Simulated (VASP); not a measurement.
Set up this calculation in VASP 6.6.1, as the native input.

```
Task                   : single point
Functional             : PBEsol
Potentials or basis    : VASP PAW PBE potentials, release 64 (Li_sv)
Cutoff                 : 520 eV
k mesh                 : 3 × 3 × 3
Occupations            : fermi-dirac, width 0.05 eV
Spin                   : no spin polarisation
Dipole correction      : no
Further INCAR settings : LREAL = Auto; ALGO = Fast; EDIFF = 1e-06; NBANDS = 40
```

The structure of Li (a cell with a defect) lies in POSCAR:

```
Li
1.0
    6.9800000000      0.0000000000      0.0000000000
    0.0000000000      6.9800000000      0.0000000000
    0.0000000000      0.0000000000      6.9800000000
Li
17
Direct
   -0.0031232092      0.0549713467      0.0066045845
    0.7530515759     -0.2711318052     -0.1838681948
    0.1280802292      0.3956733524     -0.1157020057
    0.1042263610     -0.0084813754      0.5556446991
    0.4230515759     -0.0899570201      0.0594126074
    0.5134813754      0.4387822350     -0.0667478510
    0.6731948424     -0.1495272206      0.4526790831
    0.5991260745      0.1216045845      0.2806017192
   -0.0922492837      0.2704727794      0.3107306590
    0.0960744986      0.7544699140      0.2356590258
    0.3769770774      0.1528939828      0.6868481375
    0.5918767908      0.4610458453      0.5244269341
    0.8039541547      0.5408309456      0.1643266476
    0.7852578797      0.1879656160      0.6189398281
    0.3662893983      0.6659312321      0.6665186246
    0.9640114613      0.5942979943      0.6269197708
    0.2407449857      0.3319770774      0.3420343840
```

The cell was built by a generator and needn't be a form met in nature.

These files were run (other wordings do the same):

INCAR

```
PREC = Accurate
ENCUT = 520
EDIFF = 1E-6
ISMEAR = -1
SIGMA = 0.05
LREAL = Auto
LASPH = True
NELM = 100
ALGO = Fast
ISIF = 2
LWAVE = False
LCHARG = False
GGA = PS
NBANDS = 40
```

KPOINTS

```
Automatic mesh
0
Gamma
  3 3 3
```

Potentials or basis: VASP PAW PBE potentials, release 64 (Li_sv).

Command:

```console
$ cat potpaw_PBE.64/Li_sv/POTCAR > POTCAR
$ mpirun -np 1 vasp_std > vasp.out
```

Results of the run:

- Largest force: 1.200 eV/Å
- Band gap on the k mesh: none (metal or under the smearing width)

Caveat: the PAW data sets were made with another functional, which shifts forces and pressure a little.

It took 5.5 min on 1 thread of Intel(R) Xeon(R) Platinum 8559C (Emerald Rapids), on a shared host, peak memory 0.41 GiB.
